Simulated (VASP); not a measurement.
These are LDA (Ceperley-Alder, Perdew-Zunger), VASP's LDA PAW potentials (set 64) (plane waves; VASP 6.6.1) values and carry that method's errors.

A VASP calculation is set up with these files.

File KPOINTS:
```
Automatic mesh
0
Gamma
18 18 18
0 0 0
```

**POSCAR**
```
In
1
   -1.4486041588     1.4486041588     2.2046271476
    1.4486041588    -1.4486041588     2.2046271476
    1.4486041588     1.4486041588    -2.2046271476
In
1
Direct
  0.0000000000   0.0000000000   1.0000000000
```

INCAR:
```
SYSTEM = In
PREC = Accurate
ENCUT = 500
EDIFF = 1E-6
NELM = 100
ALGO = Normal
LREAL = .FALSE.
LASPH = .TRUE.
ISMEAR = 1
SIGMA = 0.1
LMAXMIX = 4
LWAVE = .FALSE.
LCHARG = .FALSE.
IBRION = 2
ISIF = 3
NSW = 40
EDIFFG = -0.02
PSTRESS = 450
```

POTCAR, in this order: In_d (LDA.64 set). Program: vasp_std.

Output

OSZICAR:
```
       N       E                     dE             d eps       ncg     rms          rms(c)
DAV:   1     0.684884706956E+02    0.68488E+02   -0.64729E+03  9680   0.181E+03
DAV:   2    -0.589966789289E+00   -0.69078E+02   -0.67890E+02  9772   0.291E+02
DAV:   3    -0.283306881968E+01   -0.22431E+01   -0.22337E+01 11246   0.630E+01
DAV:   4    -0.287711448798E+01   -0.44046E-01   -0.44032E-01 12216   0.821E+00
DAV:   5    -0.287878505990E+01   -0.16706E-02   -0.16705E-02 11962   0.133E+00    0.504E+00
DAV:   6    -0.281414683113E+01    0.64638E-01   -0.89653E-02 11162   0.797E+00    0.243E+00
DAV:   7    -0.279510820908E+01    0.19039E-01   -0.26886E-02 14942   0.400E+00    0.428E-01
DAV:   8    -0.279314000863E+01    0.19682E-02   -0.13642E-03 10876   0.875E-01    0.544E-02
DAV:   9    -0.279313508521E+01    0.49234E-05   -0.15715E-05 14094   0.727E-02    0.247E-02
DAV:  10    -0.279313385834E+01    0.12269E-05   -0.68911E-07  6994   0.154E-02    0.151E-03
DAV:  11    -0.279313388985E+01   -0.31505E-07   -0.26738E-07  5440   0.904E-03
   1 F= 0.24043904E+01 E0= 0.24043881E+01  d E =0.240439E+01
       N       E                     dE             d eps       ncg     rms          rms(c)
DAV:   1    -0.139182504915E+02   -0.11125E+02   -0.22351E+02 10674   0.304E+02    0.334E+01
DAV:   2    -0.193453720814E+01    0.11984E+02   -0.34969E+01 10720   0.210E+02    0.668E+00
DAV:   3    -0.117608950003E+01    0.75845E+00   -0.17575E+00 14914   0.395E+01    0.628E+00
DAV:   4    -0.107953742635E+01    0.96552E-01   -0.32931E-01 11126   0.122E+01    0.122E+00
DAV:   5    -0.107781901422E+01    0.17184E-02   -0.26101E-02 14118   0.414E+00    0.743E-01
DAV:   6    -0.107924272687E+01   -0.14237E-02   -0.18337E-03 13938   0.701E-01    0.282E-01
DAV:   7    -0.107913351604E+01    0.10921E-03   -0.16336E-04 12902   0.332E-01    0.379E-02
DAV:   8    -0.107913494198E+01   -0.14259E-05   -0.61539E-06 12122   0.348E-02    0.199E-02
DAV:   9    -0.107913487663E+01    0.65356E-07   -0.31282E-07  5892   0.180E-02
   2 F= 0.28952691E+01 E0= 0.28951126E+01  d E =0.490879E+00
       N       E                     dE             d eps       ncg     rms          rms(c)
DAV:   1    -0.811193105981E+01   -0.70328E+01   -0.17650E+02 10566   0.448E+02    0.175E+01
DAV:   2    -0.346544161379E+01    0.46465E+01   -0.95574E+00 10940   0.766E+01    0.638E+00
DAV:   3    -0.257383670093E+01    0.89160E+00   -0.25408E+00 14446   0.400E+01    0.477E+00
DAV:   4    -0.252342171113E+01    0.50415E-01   -0.76471E-02 10204   0.323E+00    0.177E+00
DAV:   5    -0.251584947401E+01    0.75722E-02   -0.93034E-03 14258   0.204E+00    0.382E-01
DAV:   6    -0.251600120490E+01   -0.15173E-03   -0.15128E-03 13686   0.102E+00    0.141E-01
DAV:   7    -0.251595929934E+01    0.41906E-04   -0.31389E-04 10690   0.369E-01    0.519E-02
DAV:   8    -0.251595705068E+01    0.22487E-05   -0.55384E-06 12902   0.500E-02    0.161E-02
DAV:   9    -0.251595698408E+01    0.66598E-07   -0.38358E-07  5468   0.149E-02
   3 F= 0.23386262E+01 E0= 0.23386560E+01  d E =-.657642E-01
       N       E                     dE             d eps       ncg     rms          rms(c)
DAV:   1    -0.249983441562E+01    0.16123E-01   -0.57446E-02 10696   0.644E+00    0.314E-01
DAV:   2    -0.249776788344E+01    0.20665E-02   -0.44777E-03 10826   0.192E+00    0.101E-01
DAV:   3    -0.249749178594E+01    0.27610E-03   -0.83476E-04 13564   0.805E-01    0.382E-02
DAV:   4    -0.249747697291E+01    0.14813E-04   -0.30815E-05 10472   0.635E-02    0.120E-02
DAV:   5    -0.249747657301E+01    0.39990E-06   -0.10301E-06  8700   0.203E-02
   4 F= 0.23383276E+01 E0= 0.23383533E+01  d E =-.660628E-01
       N       E                     dE             d eps       ncg     rms          rms(c)
DAV:   1    -0.249076503063E+01    0.67119E-02   -0.82055E-03 10684   0.244E+00    0.118E-01
DAV:   2    -0.249047260966E+01    0.29242E-03   -0.63143E-04 10870   0.719E-01    0.381E-02
DAV:   3    -0.249043351223E+01    0.39097E-04   -0.11926E-04 13478   0.305E-01    0.138E-02
DAV:   4    -0.249043148254E+01    0.20297E-05   -0.43281E-06 10508   0.241E-02    0.466E-03
DAV:   5    -0.249043140679E+01    0.75754E-07   -0.13218E-07  5044   0.778E-03
   5 F= 0.23383150E+01 E0= 0.23383389E+01  d E =-.660754E-01
       N       E                     dE             d eps       ncg     rms          rms(c)
DAV:   1    -0.249747198985E+01   -0.70405E-02   -0.10839E-02 10870   0.238E+00    0.124E-01
DAV:   2    -0.249715911077E+01    0.31288E-03   -0.70199E-04 11416   0.709E-01    0.485E-02
DAV:   3    -0.249709223842E+01    0.66872E-04   -0.14003E-04 14404   0.333E-01    0.183E-02
DAV:   4    -0.249708658189E+01    0.56565E-05   -0.11520E-05 11842   0.727E-02    0.651E-03
DAV:   5    -0.249708659187E+01   -0.99869E-08   -0.72638E-07  5250   0.166E-02
   6 F= 0.23382988E+01 E0= 0.23383124E+01  d E =-.161592E-04
       N       E                     dE             d eps       ncg     rms          rms(c)
DAV:   1    -0.249583743990E+01    0.12491E-02   -0.39035E-04 10890   0.448E-01    0.238E-02
DAV:   2    -0.249582611669E+01    0.11323E-04   -0.25518E-05 11392   0.135E-01    0.942E-03
DAV:   3    -0.249582367654E+01    0.24402E-05   -0.49777E-06  9088   0.631E-02    0.331E-03
DAV:   4    -0.249582345854E+01    0.21800E-06   -0.34613E-07  6006   0.140E-02
   7 F= 0.23382977E+01 E0= 0.23383133E+01  d E =-.172667E-04
       N       E                     dE             d eps       ncg     rms          rms(c)
DAV:   1    -0.249541646960E+01    0.40721E-03   -0.16360E-03 11216   0.477E-01    0.363E-02
DAV:   2    -0.249538822259E+01    0.28247E-04   -0.35590E-05 14114   0.139E-01    0.229E-02
DAV:   3    -0.249537235736E+01    0.15865E-04   -0.19199E-05 12006   0.139E-01    0.577E-03
DAV:   4    -0.249537251908E+01   -0.16171E-06   -0.23090E-06  8282   0.204E-02
   8 F= 0.23382818E+01 E0= 0.23382904E+01  d E =-.159553E-04
       N       E                     dE             d eps       ncg     rms          rms(c)
DAV:   1    -0.249436995329E+01    0.10024E-02   -0.14619E-02 11208   0.143E+00    0.109E-01
DAV:   2    -0.249411694329E+01    0.25301E-03   -0.31143E-04 14138   0.416E-01    0.677E-02
DAV:   3    -0.249397524442E+01    0.14170E-03   -0.17100E-04 12022   0.417E-01    0.176E-02
DAV:   4    -0.249397675576E+01   -0.15113E-05   -0.21422E-05 10812   0.614E-02    0.174E-02
DAV:   5    -0.249397669187E+01    0.63896E-07   -0.62128E-07  5106   0.169E-02
   9 F= 0.23382621E+01 E0= 0.23382640E+01  d E =-.356374E-04
```

### OUTCAR
```
------------------------ aborting loop because EDIFF is reached ----------------------------------------
  FORCE on cell =-STRESS in cart. coord.  units (eV):
  Direction    XX          YY          ZZ          XY          YZ          ZX
  --------------------------------------------------------------------------------------
  Total        4.8228398      4.8228398      4.8255698      0.0000000      0.0000000      0.0000000
  in kB      449.1247209    449.1247209    449.3789575      0.0000000      0.0000000      0.0000000
  external PRESSURE =      -0.7905335 kB  Pullay stress =     450.0000000 kB
  volume of cell :       17.20
      direct lattice vectors                 reciprocal lattice vectors
    -1.415971855  1.415971855  2.145246599     0.000000000  0.353114363  0.233073438
     1.415971855 -1.415971855  2.145246599     0.353114363  0.000000000  0.233073438
     1.415971855  1.415971855 -2.145246599     0.353114363  0.353114363  0.000000000
 POSITION                                       TOTAL-FORCE (eV/Angst)
 -----------------------------------------------------------------------------------
      0.00000      0.00000     -0.00000         0.000000      0.000000      0.000000
 -----------------------------------------------------------------------------------
    total drift:                               -0.000000      0.000000     -0.000000
  FREE ENERGIE OF THE ION-ELECTRON SYSTEM (eV)
  ---------------------------------------------------
  free  energy   TOTEN  =        -2.4939766919 eV

  energy  without entropy=       -2.4939710090  energy(sigma->0) =       -2.49397480
  enthalpy is  TOTEN    =         2.3382620975 eV   P V=        4.8322387893

 reached required accuracy - stopping structural energy minimisation
```
(Selected blocks of OUTCAR.)

CONTCAR:
```
In
   1.00000000000000
    -1.4159718554975229    1.4159718554975229    2.1452465987230203
     1.4159718554975229   -1.4159718554975229    2.1452465987230203
     1.4159718554975229    1.4159718554975229   -2.1452465987230203
  In
     1
Direct
     0.0000000000000000    0.0000000000000000    0.0000000000000000
```

Energy and stress use the plane-wave basis of the starting cell.

The compound is In in the bct structure. This run relaxes it under an external pressure of 45 GPa. Symmetry was kept, so distortions that lower it aren't found.
